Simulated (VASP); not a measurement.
Consider the following.

```
CaS
1.0
    0.00000     2.81976     2.81976
    2.81976     0.00000     2.81976
    2.81976     2.81976     0.00000
Ca S
1 1
Direct
  0.00000   0.00000   0.00000
  0.50000   0.50000   0.50000
```

These are PBEsol GGA, VASP's PBE PAW potentials (set 64) (plane waves; VASP) values and carry that method's errors. Settings: 400 eV cut-off, 9×9×9 Γ-centred mesh, tetrahedra with Blöchl corrections, potentials Ca_sv S.

Task: Estimate the energy per atom (σ→0).

Result: 
```json
{
 "energy per atom (σ→0)": "-5.458 eV/atom"
}
```

The absolute energy has meaning only against runs of the same code, potentials and settings.

The compound is CaS in the rock salt structure. It was relaxed first.
